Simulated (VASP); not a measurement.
Output of a VASP run:

OSZICAR:
```
       N       E                     dE             d eps       ncg     rms          rms(c)
DAV:   1     0.624280226061E+00    0.62428E+00   -0.70673E+02  1475   0.420E+02
DAV:   2    -0.170367008132E+01   -0.23280E+01   -0.22579E+01  2005   0.596E+01
DAV:   3    -0.181039873888E+01   -0.10673E+00   -0.10648E+00  1815   0.863E+00
DAV:   4    -0.181337301044E+01   -0.29743E-02   -0.29736E-02  1860   0.135E+00
DAV:   5    -0.181343311758E+01   -0.60107E-04   -0.60106E-04  1875   0.136E-01    0.188E-01
DAV:   6    -0.181203374850E+01    0.13994E-02   -0.20387E-04  2010   0.137E-01    0.114E-01
DAV:   7    -0.181139452300E+01    0.63923E-03   -0.55374E-04  2225   0.210E-01    0.216E-02
DAV:   8    -0.181138446511E+01    0.10058E-04   -0.21645E-06  1585   0.176E-02    0.109E-03
DAV:   9    -0.181138046712E+01    0.39980E-05   -0.21117E-07  2215   0.511E-03    0.388E-04
DAV:  10    -0.181137938672E+01    0.10804E-05   -0.61019E-09   895   0.937E-04    0.362E-04
DAV:  11    -0.181137909082E+01    0.29590E-06   -0.33756E-09   765   0.729E-04    0.742E-05
DAV:  12    -0.181137903464E+01    0.56182E-07   -0.63769E-10   745   0.352E-04
   1 F= -.18113790E+01 E0= -.18113790E+01  d E =0.000000E+00
```

OUTCAR:
```
------------------------ aborting loop because EDIFF is reached ----------------------------------------
  FORCE on cell =-STRESS in cart. coord.  units (eV):
  Direction    XX          YY          ZZ          XY          YZ          ZX
  --------------------------------------------------------------------------------------
  Total        0.0001818      0.0001818      0.0001818      0.0000000      0.0000000     -0.0000000
  in kB        0.0139223      0.0139223      0.0139223      0.0000000      0.0000000     -0.0000000
  external PRESSURE =       0.0139223 kB  Pullay stress =       0.0000000 kB
  volume of cell :       20.92
      direct lattice vectors                 reciprocal lattice vectors
    -1.735880494  1.735880494  1.735880494     0.000000000  0.288038262  0.288038262
     1.735880494 -1.735880494  1.735880494     0.288038262  0.000000000  0.288038262
     1.735880494  1.735880494 -1.735880494     0.288038262  0.288038262  0.000000000
 POSITION                                       TOTAL-FORCE (eV/Angst)
 -----------------------------------------------------------------------------------
      0.00000      0.00000      0.00000        -0.000000      0.000000      0.000000
 -----------------------------------------------------------------------------------
    total drift:                               -0.000000     -0.000000      0.000000
  FREE ENERGIE OF THE ION-ELECTRON SYSTEM (eV)
  ---------------------------------------------------
  free  energy   TOTEN  =        -1.8113790346 eV

  energy  without entropy=       -1.8113790346  energy(sigma->0) =       -1.81137903

 total charge

# of ion       s       p       d       tot
------------------------------------------
    1        2.031   0.030   0.000   2.060
```
(Selected blocks of OUTCAR.)

File POSCAR:
```
Li
1
   -1.7358804936     1.7358804936     1.7358804936
    1.7358804936    -1.7358804936     1.7358804936
    1.7358804936     1.7358804936    -1.7358804936
Li
1
Direct
  0.0000000000   0.0000000000   0.0000000000
```

Q: Write an INCAR and KPOINTS that could have produced this output.

A: One answer among several that fit: the input of the run itself, RPBE GGA, plane waves, VASP's PBE PAW potentials (set 64).

### INCAR
```
LORBIT=11   ! lm-projected
LWAVE=.FALSE.
LASPH=.TRUE.   ! aspherical one-centre terms
ALGO=Normal   ! blocked Davidson
LREAL=.FALSE.   ! projection in real space or not
ISMEAR=-5
ENCUT=520   ! plane-wave cut-off (eV)
SYSTEM=Li
PREC=Accurate
ISIF=2
EDIFF=1E-7
LCHARG=.TRUE.
NELM=100
NEDOS=601   ! DOS grid
GGA=RP
```

File KPOINTS:
```
Automatic
0
Gamma
16 16 16
0 0 0
```

POTCAR, in this order: Li_sv (PBE.64 set). Program: vasp_std.

For a metal the tetrahedron method with Blöchl corrections gives inexact stress and forces.

The compound is Li in the bcc structure. It was relaxed first.
